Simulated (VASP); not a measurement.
```yaml
crystal:
  lattice:
    - [0.00000, 2.84577, 2.84577]
    - [2.84577, 0.00000, 2.84577]
    - [2.84577, 2.84577, 0.00000]
  atoms:
    - { symbol: Ge, position: [0.00000, 0.00000, 0.00000] }
    - { symbol: Ge, position: [0.25000, 0.25000, 0.25000] }
```

All values below come from PBE GGA with D4 dispersion, VASP's PBE PAW potentials (set 64) (plane waves; VASP). Settings: 520 eV cut-off, 11×11×11 Γ-centred mesh, first-order Methfessel-Paxton smearing of 0.10 eV, potentials Ge_d.

Problem. Predict the energy per atom (σ→0), band gap (on the k-mesh) with the smallest direct gap where there is one.

Solution. 
```json
{
  "band gap (on the k-mesh)": "none (metal, semimetal or under 0.01 eV)",
  "energy per atom (σ→0)": "-4.833 eV/atom"
}
```

The compound is Ge in the diamond structure. It was relaxed first.
